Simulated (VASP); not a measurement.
Crystal: Ti8C3N5.

```
Ti N C
1.0
    -4.26823    4.26823    0.00000
    -4.26823    0.00000    4.26823
     0.00000    4.26823    4.26823
Ti N C
8 5 3
Direct
  0.00000 0.00000 0.00000
  0.50000 0.00000 0.00000
  0.00000 0.50000 0.00000
  0.00000 0.00000 0.50000
  0.50000 0.50000 0.00000
  0.50000 0.00000 0.50000
  0.00000 0.50000 0.50000
  0.50000 0.50000 0.50000
  0.75000 0.75000 0.75000
  0.25000 0.75000 0.75000
  0.75000 0.25000 0.75000
  0.75000 0.75000 0.25000
  0.25000 0.25000 0.75000
  0.25000 0.75000 0.25000
  0.75000 0.25000 0.25000
  0.25000 0.25000 0.25000
```

The cell was built by a generator and needn't be a form met in nature.

```yaml
Program: VASP 6.6.1
Task: relaxation of cell and atoms
Functional: PBEsol
Potentials_or_basis: VASP PAW PBE potentials, release 64 (Ti_sv, N, C)
Cutoff: 600 eV
k_mesh: 9 × 9 × 8
Occupations: methfessel-paxton, width 0.1 eV
Spin: no spin polarisation
```

At the start: pressure -5.9 GPa; volume 9.72 Å³/atom.

Problem. How do energy, volume and symmetry change on relaxing?

Solution. Over 11 steps the energy falls by 4.5 meV/atom and the volume is 9.52 Å³/atom (-2.1 %); space group R-3m (No. 166, to 0.05 Å).

Step by step:
| step | energy change (eV) | largest force (eV/Å) | pressure (GPa) | volume (Å³) |
| --- | --- | --- | --- | --- |
| 1 | 0.0000 | 0.2837 | -5.90 | 155.51 |
| 2 | 0.0679 | 0.2634 | 9.60 | 147.59 |
| 3 | -0.0694 | 0.1257 | 0.16 | 152.16 |
| 4 | -0.0694 | 0.1225 | 0.26 | 152.09 |
| 5 | -0.0715 | 0.0786 | 0.10 | 152.24 |
| 6 | -0.0715 | 0.0760 | 0.06 | 152.24 |
| 7 | -0.0719 | 0.0335 | -0.06 | 152.32 |
| 8 | -0.0719 | 0.0084 | -0.21 | 152.40 |
| 9 | -0.0719 | 0.0100 | -0.20 | 152.36 |
| 10 | -0.0719 | 0.0213 | 0.17 | 152.17 |
| 11 | -0.0720 | 0.0040 | 0.00 | 152.28 |

Final structure:
```
Ti N C
1.0
    -4.23652    4.23652    0.00000
    -4.23652    0.00000    4.23652
     0.00373    4.24025    4.24025
Ti N C
8 5 3
Direct
  0.99999 0.99999 0.00210
  0.49791 0.99999 0.00210
  0.99999 0.49791 0.00210
  0.99999 0.99999 0.50003
  0.50001 0.50001 0.99997
  0.50001 0.00209 0.49790
  0.00209 0.50001 0.49790
  0.50001 0.50001 0.49790
  0.75000 0.75000 0.75000
  0.25000 0.75000 0.75000
  0.75000 0.25000 0.75000
  0.75000 0.75000 0.25000
  0.25000 0.25000 0.75000
  0.25000 0.75000 0.25000
  0.75000 0.25000 0.25000
  0.25000 0.25000 0.25000
```

Caveat: the PAW data sets were made with another functional, which shifts forces and pressure a little.
